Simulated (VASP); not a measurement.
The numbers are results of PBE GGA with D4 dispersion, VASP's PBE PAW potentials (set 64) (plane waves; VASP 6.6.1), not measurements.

VASP ran on this input.

INCAR:
```
ENCUT  =  400   ! plane-wave cut-off (eV)
ISMEAR  =  1
IVDW  =  13   ! D4
LASPH  =  .TRUE.   ! aspherical one-centre terms
ALGO  =  Normal
ISIF  =  2
SIGMA  =  0.1   ! width (eV)
PREC  =  Accurate
LCHARG  =  .FALSE.
SYSTEM  =  Rh
LMAXMIX  =  4   ! l cut-off of mixed one-centre charges
GGA  =  PE   ! PBE
LREAL  =  .FALSE.
LWAVE  =  .FALSE.
NELM  =  100   ! most electronic steps
EDIFF  =  1E-6   ! SCF stop (eV)
```

**KPOINTS**
```
Automatic mesh
0
Gamma
15 15 15
0 0 0
```

File POSCAR:
```
Rh
1
    0.0000000000     1.9000000000     1.9000000000
    1.9000000000     0.0000000000     1.9000000000
    1.9000000000     1.9000000000     0.0000000000
Rh
1
Direct
  0.0000000000   0.0000000000   0.0000000000
```

POTCAR, in this order: Rh_pv (PBE.64 set). Program: vasp_std.

Question: What does the run give for the energy per atom (σ→0), dispersion energy, pressure, band gap (on the k-mesh)?

Answer: 
```json
{
  "energy per atom (σ→0)": "-8.097 eV/atom",
  "dispersion_energy": "-0.847 eV",
  "band gap (on the k-mesh)": "none (metal, semimetal or under 0.01 eV)",
  "pressure": "-3.92 GPa"
}
```

OSZICAR:
```
...
DAV:   5    -0.775259871577E+01   -0.10426E-03   -0.10426E-03  3018   0.386E-01    0.102E+01
DAV:   6    -0.727175856443E+01    0.48084E+00   -0.11047E+00  2745   0.157E+01    0.359E+00
DAV:   7    -0.725378997038E+01    0.17969E-01   -0.21724E-02  2979   0.192E+00    0.170E+00
DAV:   8    -0.725003225678E+01    0.37577E-02   -0.31838E-03  2763   0.893E-01    0.180E-01
DAV:   9    -0.724992935609E+01    0.10290E-03   -0.63622E-05  3039   0.125E-01    0.183E-02
DAV:  10    -0.724993347709E+01   -0.41210E-05   -0.29114E-06  2791   0.248E-02    0.209E-03
DAV:  11    -0.724993352301E+01   -0.45922E-07   -0.18695E-07  1488   0.629E-03
   1 F= -.80967445E+01 E0= -.80967279E+01  d E =-.499500E-04
```

The compound is Rh in the fcc structure. The cell was not relaxed at this level. The run is one of a series of settings (IVDW = 13 against the base run), some of them coarse on purpose.
